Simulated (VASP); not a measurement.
Given:

```xyz
3
Lattice="-1.6017 1.6017 3.9111 1.6017 -1.6017 3.9111 1.6017 1.6017 -3.9111" Properties=species:S:1:pos:R:3 pbc="T T T"
Si     0.0000     0.0000     2.6163
Si     0.0000     0.0000     5.2058
W      0.0000     0.0000     0.0000
```

Level of theory: PBEsol GGA with spin-orbit coupling, VASP's PBE PAW potentials (set 64) (plane waves; VASP). Run with 400 eV cut-off, 12×12×12 Γ-centred mesh, Gaussian smearing of 0.050 eV, potentials Si W_sv.

Problem. Give the energies of bands 15 to 28 at the high-symmetry points, in eV from the Fermi level.

Solution. 
| band | Γ | X | P | N | M | S | R |
|---|---|---|---|---|---|---|---|
| 15 | -3.49 | -5.50 | -6.64 | -4.91 | -2.71 | -3.18 | -5.21 |
| 16 | -3.49 | -5.50 | -6.64 | -4.91 | -2.71 | -3.18 | -5.21 |
| 17 | -2.99 | -5.11 | -3.16 | -2.95 | -0.99 | -2.77 | -4.14 |
| 18 | -2.99 | -5.11 | -3.16 | -2.95 | -0.99 | -2.77 | -4.14 |
| 19 | -2.83 | -3.37 | -2.58 | -2.82 | -0.74 | -2.56 | -3.23 |
| 20 | -2.83 | -3.37 | -2.58 | -2.82 | -0.74 | -2.56 | -3.23 |
| 21 | 0.57 | -1.78 | -2.33 | -0.50 | -0.68 | -0.39 | -2.35 |
| 22 | 0.57 | -1.78 | -2.33 | -0.50 | -0.68 | -0.39 | -2.35 |
| 23 | 2.55 | 2.77 | 0.03 | 2.63 | -0.47 | 1.70 | 1.86 |
| 24 | 2.55 | 2.77 | 0.03 | 2.63 | -0.47 | 1.70 | 1.86 |
| 25 | 2.82 | 2.84 | 2.86 | 2.76 | 0.78 | 2.46 | 2.12 |
| 26 | 2.82 | 2.84 | 2.86 | 2.76 | 0.78 | 2.46 | 2.12 |
| 27 | 3.11 | 3.03 | 3.52 | 3.90 | 4.46 | 3.52 | 3.00 |
| 28 | 3.11 | 3.03 | 3.52 | 3.90 | 4.46 | 3.52 | 3.00 |

It has no gap at this level: it comes out as a metal or semimetal.

The structure comes from a measured Si2W entry (I4/mmm) of the Crystallography Open Database, whose conditions weren't checked. It was relaxed first.
